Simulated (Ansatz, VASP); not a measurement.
**AgPb2: VASP beside Ansatz**

INCAR

```
SYSTEM = AgPb2
PREC = Accurate
ENCUT = 520
EDIFF = 1E-7
ISMEAR = 0
SIGMA = 0.1
LREAL = .FALSE.
LASPH = .TRUE.
NELM = 80
ALGO = Normal
ISIF = 2
LWAVE = .FALSE.
LCHARG = .FALSE.
GGA = PE
NBANDS = 26
```

Contents of KPOINTS:

```
Automatic mesh
0
G
  6 6 6
  0 0 0
```

POSCAR

```
AgPb2
1.0
   -1.9988399611      1.9988399611      4.9034042797
    1.9988399611     -1.9988399611      4.9034042797
    1.9988399611      1.9988399611     -4.9034042797
Ag Pb
1 2
Direct
    0.0000000000      0.0000000000      0.0000000000
    0.6650000000      0.6650000000      0.0000000000
    0.3350000000      0.3350000000      0.0000000000
```

Input for Ansatz:

```yaml
crystal:
  lattice:
    - [-1.9988399611, 1.9988399611, 4.9034042797]
    - [1.9988399611, -1.9988399611, 4.9034042797]
    - [1.9988399611, 1.9988399611, -4.9034042797]
  atoms:
    - { symbol: Ag, position: [0.0, 0.0, 0.0] }
    - { symbol: Pb, position: [0.665, 0.665, 0.0] }
    - { symbol: Pb, position: [0.335, 0.335, 0.0] }
basis:
  ecutwfc: 420
kpoints:
  mp_grid: { grid: [6, 6, 6] }
hamiltonian:
  xc: pbe
scf:
  occupations: { method: gaussian, width: 0.1 }
  lower_state_search: "off"
output:
  forces: true
  stress: true
  eigenvalues: true
```

Alike in both runs: task single point; functional PBE; k mesh 6 × 6 × 6; occupations gaussian, width 0.1 eV; no spin polarisation.

|  | VASP | Ansatz |
| --- | --- | --- |
| version | VASP 6.6.1 | Ansatz 0.2.0 |
| potentials or method | VASP PAW PBE potentials, release 64 (Ag, Pb_d) | scalar-relativistic, plane waves, PAW |
| plane-wave cutoff (eV) | 520 | 420 |
| valence electrons in the cell | 39 | 47 |

```csv
,VASP,Ansatz,Ansatz less VASP
gap on the k mesh at the Fermi level (eV),none,none,-
pressure (GPa),2.4,2.4,+0.05
largest component of the traceless stress (GPa),0.79,0.79,+0.003
rms of the force components (eV/Å),0.149,0.150,+0.0008
```

Atom by atom the forces differ by 0.001 eV/Å (rms over components). A gap of «none» marks a metal or a gap that the smearing closes. With one functional, cell and mesh, what is left measures potentials, basis and numerics. The two sets of potentials don't hold the same shells in valence.

Caveats: the k mesh is coarse (spacing up to 0.37 Å⁻¹), so the values aren't converged. Spin-orbit coupling is left out, which matters for the levels of Pb.
